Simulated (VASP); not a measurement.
Method: r2SCAN meta-GGA, VASP's PBE PAW potentials (set 64) (plane waves; VASP).

A VASP calculation is set up with these files.

INCAR:
```
PREC = Accurate
LCHARG = .FALSE.
ISMEAR = -5   # tetrahedra, Bloechl
ISIF = 2
LMAXMIX = 6   # l cut-off of mixed one-centre charges
LORBIT = 11
LMIXTAU = .TRUE.
METAGGA = R2SCAN
LASPH = .TRUE.   # aspherical one-centre terms
ENCUT = 400   # plane-wave cut-off (eV)
ALGO = Normal   # blocked Davidson
SYSTEM = Ce
NELM = 100   # most electronic steps
LWAVE = .FALSE.
LREAL = .FALSE.   # projection in real space or not
NEDOS = 601
EDIFF = 1E-7   # SCF stop (eV)
```

**KPOINTS_OPT**
```
k-points along high-symmetry lines
10
Line-mode
Reciprocal
  0.000000   0.000000   0.000000 ! GAMMA
  0.500000   0.000000   0.500000 ! X

  0.500000   0.000000   0.500000 ! X
  0.625000   0.250000   0.625000 ! U

  0.375000   0.375000   0.750000 ! K
  0.000000   0.000000   0.000000 ! GAMMA

  0.000000   0.000000   0.000000 ! GAMMA
  0.500000   0.500000   0.500000 ! L

  0.500000   0.500000   0.500000 ! L
  0.500000   0.250000   0.750000 ! W

  0.500000   0.250000   0.750000 ! W
  0.500000   0.000000   0.500000 ! X
```

File POSCAR:
```
Ce
3.2809960
  0.0000000000   0.7071068571   0.7071068571
  0.7071068571   0.0000000000   0.7071068571
  0.7071068571   0.7071068571   0.0000000000
Ce
1
direct
  1.0000000000   0.0000000000   1.0000000000
```

File KPOINTS:
```
Automatic
0
gamma
15 15 15
```

POTCAR, in this order: Ce (PBE.64 set). Program: vasp_std.

The run wrote:

OUTCAR:
```
 ion  position               nearest neighbor table
   1  0.000  0.000  0.000-
  LATTYP: Found a face centered cubic cell.
 ALAT       =     4.6400295394
 Subroutine PRICEL returns:
 Original cell was already a primitive cell.
 Subroutine GETGRP returns: Found 48 space group operations
The static configuration has the point symmetry O_h .
The dynamic configuration has the point symmetry O_h .
 Subroutine INISYM returns: Found 48 space group operations
 Subroutine IBZKPT returns following result:
 Found    120 irreducible k-points:

 Following reciprocal coordinates:
            Coordinates               Weight
  0.000000  0.000000  0.000000      1.000000
  0.066667  0.000000  0.000000      8.000000
  0.133333  0.000000  0.000000      8.000000
  0.200000  0.000000  0.000000      8.000000
  0.266667  0.000000  0.000000      8.000000
  0.333333  0.000000  0.000000      8.000000
  0.400000  0.000000  0.000000      8.000000
  0.466667  0.000000  0.000000      8.000000
  0.066667  0.066667  0.000000      6.000000
  0.133333  0.066667  0.000000     24.000000
  0.200000  0.066667  0.000000     24.000000
  0.266667  0.066667  0.000000     24.000000
  0.333333  0.066667  0.000000     24.000000
  0.400000  0.066667  0.000000     24.000000
  0.466667  0.066667  0.000000     24.000000
 -0.466667  0.066667  0.000000     24.000000
 -0.400000  0.066667  0.000000     24.000000
 -0.333333  0.066667  0.000000     24.000000
 -0.266667  0.066667  0.000000     24.000000
 -0.200000  0.066667  0.000000     24.000000
 -0.133333  0.066667  0.000000     24.000000
 -0.066667  0.066667  0.000000     12.000000
  0.133333  0.133333  0.000000      6.000000
  0.200000  0.133333  0.000000     24.000000
  0.266667  0.133333  0.000000     24.000000
  0.333333  0.133333  0.000000     24.000000
  0.400000  0.133333  0.000000     24.000000
  0.466667  0.133333  0.000000     24.000000
 -0.466667  0.133333  0.000000     24.000000
 -0.400000  0.133333  0.000000     24.000000
 -0.333333  0.133333  0.000000     24.000000
 -0.266667  0.133333  0.000000     24.000000
 -0.200000  0.133333  0.000000     24.000000
 -0.133333  0.133333  0.000000     12.000000
  0.200000  0.200000  0.000000      6.000000
  0.266667  0.200000  0.000000     24.000000
  0.333333  0.200000  0.000000     24.000000
  0.400000  0.200000  0.000000     24.000000
  0.466667  0.200000  0.000000     24.000000
 -0.466667  0.200000  0.000000     24.000000
   k-points           NKPTS =    120   k-points in BZ     NKDIM =    120   number of bands    NBANDS=     10
   number of dos      NEDOS =    601   number of ions     NIONS =      1
   total plane-waves  NPLWV =  13824
   dimension x,y,z NGX =    24 NGY =   24 NGZ =   24
   dimension x,y,z NGXF=    48 NGYF=   48 NGZF=   48
   ions per type =               1
   PREC   = accura    normal or accurate (medium, high low for compatibility)
   ISTART =      0    job   : 0-new  1-cont  2-samecut
   ICHARG =      2    charge: 1-file 2-atom 10-const
   ISPIN  =      1    spin polarized calculation?
   LNONCOLLINEAR =      F non collinear calculations
   LSORBIT =      F    spin-orbit coupling
   INIWAV =      1    electr: 0-lowe 1-rand  2-diag
   ENCUT  =  400.0 eV  29.40 Ry    5.42 a.u.   5.35  5.35  5.35*2*pi/ulx,y,z
   NELM   =    100;   NELMIN=  2; NELMDL= -5     # of ELM steps
   EDIFF  = 0.1E-06   stopping-criterion for ELM
   LREAL  =      F    real-space projection
   NLSPLINE    = F    spline interpolate recip. space projectors
   LMAXMIX     =    6 max onsite mixed and CHGCAR
   VOSKOWN=      0    Vosko Wilk Nusair interpolation
...
```

File OSZICAR:
```
       N       E                     dE             d eps       ncg     rms          rms(c)
DAV:   1     0.652962265447E+02    0.65296E+02   -0.45933E+03  2400   0.132E+03
DAV:   2    -0.304577443865E+02   -0.95754E+02   -0.93882E+02  3440   0.213E+02
DAV:   3    -0.351882959692E+02   -0.47306E+01   -0.46517E+01  2964   0.690E+01
DAV:   4    -0.353930383833E+02   -0.20474E+00   -0.20357E+00  4596   0.114E+01
DAV:   5    -0.353986888676E+02   -0.56505E-02   -0.57912E-02  4254   0.206E+00    0.127E+01
DAV:   6    -0.303604560846E+02    0.50382E+01   -0.11541E+01  3648   0.267E+01    0.345E+00
DAV:   7    -0.308677803626E+02   -0.50732E+00   -0.43567E+00  3928   0.176E+01    0.410E+00
DAV:   8    -0.307721500555E+02    0.95630E-01   -0.99791E-01  3980   0.884E+00    0.837E-01
DAV:   9    -0.307622502222E+02    0.98998E-02   -0.26432E-01  4236   0.497E+00    0.711E-01
DAV:  10    -0.308162817347E+02   -0.54032E-01   -0.43214E-02  3844   0.141E+00    0.313E-01
DAV:  11    -0.308213002116E+02   -0.50185E-02   -0.24314E-02  4652   0.142E+00    0.247E-01
DAV:  12    -0.308194435727E+02    0.18566E-02   -0.97427E-04  3938   0.348E-01    0.220E-01
DAV:  13    -0.308208962570E+02   -0.14527E-02   -0.49374E-03  4326   0.651E-01    0.718E-02
DAV:  14    -0.308208387410E+02    0.57516E-04   -0.25381E-04  3784   0.168E-01    0.428E-02
DAV:  15    -0.308208163718E+02    0.22369E-04   -0.35406E-05  4500   0.486E-02    0.320E-02
DAV:  16    -0.308208084886E+02    0.78832E-05   -0.13821E-05  4522   0.378E-02    0.202E-02
DAV:  17    -0.308208092727E+02   -0.78415E-06   -0.74361E-06  4386   0.241E-02    0.116E-02
DAV:  18    -0.308208065658E+02    0.27070E-05   -0.19053E-06  4644   0.132E-02    0.850E-03
DAV:  19    -0.308208070247E+02   -0.45898E-06   -0.55707E-06  4304   0.205E-02    0.587E-04
DAV:  20    -0.308208064264E+02    0.59837E-06   -0.11514E-07  2710   0.363E-03    0.376E-04
DAV:  21    -0.308208067239E+02   -0.29747E-06   -0.16650E-08  1956   0.167E-03    0.245E-04
DAV:  22    -0.308208065454E+02    0.17842E-06   -0.63645E-09  1838   0.101E-03    0.203E-04
DAV:  23    -0.308208066064E+02   -0.60976E-07   -0.38517E-09  1776   0.882E-04
   1 F= -.30820807E+02 E0= -.30820807E+02  d E =0.000000E+00
       N       E                     dE             ncg
```

### OUTCAR
```
------------------------ aborting loop because EDIFF is reached ----------------------------------------
  FORCE on cell =-STRESS in cart. coord.  units (eV):
  Direction    XX          YY          ZZ          XY          YZ          ZX
  --------------------------------------------------------------------------------------
  Total       -0.0292833     -0.0292833     -0.0292833      0.0000000      0.0000000     -0.0000000
  in kB       -1.8785730     -1.8785730     -1.8785730      0.0000000      0.0000000     -0.0000000
  external PRESSURE =      -1.8785730 kB  Pullay stress =       0.0000000 kB
  volume of cell :       24.97
      direct lattice vectors                 reciprocal lattice vectors
     0.000000000  2.320014770  2.320014770    -0.215515869  0.215515869  0.215515869
     2.320014770  0.000000000  2.320014770     0.215515869 -0.215515869  0.215515869
     2.320014770  2.320014770  0.000000000     0.215515869  0.215515869 -0.215515869
 POSITION                                       TOTAL-FORCE (eV/Angst)
 -----------------------------------------------------------------------------------
      0.00000      0.00000      0.00000         0.000000      0.000000      0.000000
 -----------------------------------------------------------------------------------
    total drift:                                0.000000     -0.000000     -0.000000
  FREE ENERGIE OF THE ION-ELECTRON SYSTEM (eV)
  ---------------------------------------------------
  free  energy   TOTEN  =       -30.8208066064 eV

  energy  without entropy=      -30.8208066064  energy(sigma->0) =      -30.82080661

 total charge

# of ion       s       p       d       f       tot
--------------------------------------------------
    1        2.107   5.585   1.361   1.000  10.053
```
(Selected blocks of OUTCAR.)

For a metal the tetrahedron method with Blöchl corrections gives inexact stress and forces.

The structure was generated: Ce was put into the fcc type (Fm-3m), which need not be its known phase. It was relaxed first, which changed the volume by -27 %. The run is not spin-polarised, so no magnetic state was tried.
